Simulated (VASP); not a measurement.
Crystal: Bi.

```
Bi
1.0
     2.26750    1.30914    3.93800
    -2.26750    1.30914    3.93800
     0.00000   -2.61828    3.93800
Bi
2
Direct
  0.23400 0.23400 0.23400
  0.76600 0.76600 0.76600
```

```yaml
Program: VASP 6.6.1
Task: relaxation of cell and atoms
Functional: PBE
Potentials_or_basis: VASP PAW PBE potentials, release 64 (Bi_d)
Cutoff: 600 eV
k_mesh: 10 × 10 × 10
Occupations: methfessel-paxton, width 0.1 eV
Spin: no spin polarisation
```

At the start: pressure 2.2 GPa; volume 35.07 Å³/atom.

Question: Where does the relaxation end?

Answer: Over 10 steps the energy falls by 10.9 meV/atom and the volume is 36.75 Å³/atom (+4.8 %); space group R-3m (No. 166, to 0.05 Å).

Step by step:
```tsv
step	energy change (eV)	largest force (eV/Å)	pressure (GPa)	volume (Å³)
1	0.0000	0.2196	2.17	70.14
2	-0.0135	0.1536	-1.13	75.07
3	-0.0210	0.0206	0.02	73.15
4	-0.0210	0.0275	-0.02	73.22
5	-0.0212	0.0255	-0.04	73.27
6	-0.0216	0.0240	-0.05	73.43
7	-0.0217	0.0243	-0.04	73.50
8	-0.0217	0.0041	0.10	73.35
9	-0.0217	0.0091	0.04	73.41
10	-0.0217	0.0015	0.01	73.51
```

Final structure:
```
CELL_PARAMETERS angstrom
2.29316 1.32396 4.03532
-2.29316 1.32396 4.03532
0.00000 -2.64791 4.03532
ATOMIC_POSITIONS crystal
Bi 0.23390 0.23390 0.23390
Bi 0.76610 0.76610 0.76610
```
